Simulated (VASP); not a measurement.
A convergence study with VASP on CsBr (space group no. 221 when undisturbed): one setting is varied, all else stays as given below, so the limit is that of these other settings. One atom is moved off its site, so that forces are finite.

```
CELL_PARAMETERS angstrom
      4.26855     0.00000     0.00000
      0.00000     4.26855     0.00000
      0.00000     0.00000     4.26855
ATOMIC_POSITIONS crystal
  Cs 0.00000 0.00000 0.01171
  Br 0.50000 0.50000 0.50000
```

Computed with PBE GGA, VASP's PBE PAW potentials (set 64) (plane waves; VASP). The tightest run used: 720 eV cut-off, 6×6×6 Γ-centred mesh, Fermi-Dirac smearing of 0.020 eV, potentials Cs_sv Br.

Unless said otherwise, spin-orbit coupling is left out, though it shifts the bands of the heavy elements here. Gaps are read on the run's mesh, which can miss a band edge.

The settings run are ENCUT = 105; ENCUT = 120; ENCUT = 135; ENCUT = 150; ENCUT = 165; ENCUT = 180; ENCUT = 210; ENCUT = 240; ENCUT = 270; ENCUT = 330; ENCUT = 360; ENCUT = 405; ENCUT = 450; ENCUT = 525; ENCUT = 600; ENCUT = 720. From which on does the energy per atom stay within 0.002 eV/atom of the tightest run?

From ENCUT = 210 on: it is off by 0.0012 there and by no more than 0.002 in any finer run, while ENCUT = 180 is off by 0.0080.
| setting | E (eV/atom) | pressure (GPa) | largest force (eV/Å) | gap on the mesh (eV) | plane waves | difference judged (eV/atom) |
|---|---|---|---|---|---|---|
| ENCUT = 105 | -3.2442 | -26.92 | 0.035 | 4.174 | 196 | 0.2463 |
| ENCUT = 120 | -3.1051 | -16.57 | 0.065 | 4.368 | 251 | 0.1072 |
| ENCUT = 135 | -3.0496 | -9.97 | 0.059 | 4.423 | 292 | 0.0517 |
| ENCUT = 150 | -2.9976 | -5.59 | 0.046 | 4.508 | 341 | 0.0004 |
| ENCUT = 165 | -2.9836 | -2.93 | 0.044 | 4.530 | 380 | 0.0143 |
| ENCUT = 180 | -2.9900 | -1.18 | 0.046 | 4.553 | 441 | 0.0080 |
| ENCUT = 210 | -2.9968 | 0.57 | 0.049 | 4.556 | 554 | 0.0012 |
| ENCUT = 240 | -2.9980 | 1.14 | 0.048 | 4.562 | 691 | 0.0000 |
| ENCUT = 270 | -2.9981 | 1.28 | 0.048 | 4.563 | 804 | 0.0002 |
| ENCUT = 330 | -2.9979 | 1.30 | 0.048 | 4.563 | 1080 | 0.0000 |
| ENCUT = 360 | -2.9978 | 1.30 | 0.048 | 4.563 | 1228 | 0.0002 |
| ENCUT = 405 | -2.9978 | 1.31 | 0.048 | 4.564 | 1472 | 0.0001 |
| ENCUT = 450 | -2.9979 | 1.33 | 0.048 | 4.565 | 1743 | 0.0000 |
| ENCUT = 525 | -2.9980 | 1.34 | 0.048 | 4.564 | 2176 | 0.0001 |
| ENCUT = 600 | -2.9980 | 1.34 | 0.048 | 4.564 | 2624 | 0.0000 |
| ENCUT = 720 | -2.9979 | 1.34 | 0.048 | 4.564 | 3448 | 0.0000 |

Left out are rungs that failed or repeat a setting and relaxations that didn't move; long series are thinned to 24 rows.

The structure is a typed CsBr crystal (space group no. 221). The cell was not relaxed at this level, it is distorted from the ideal structure.
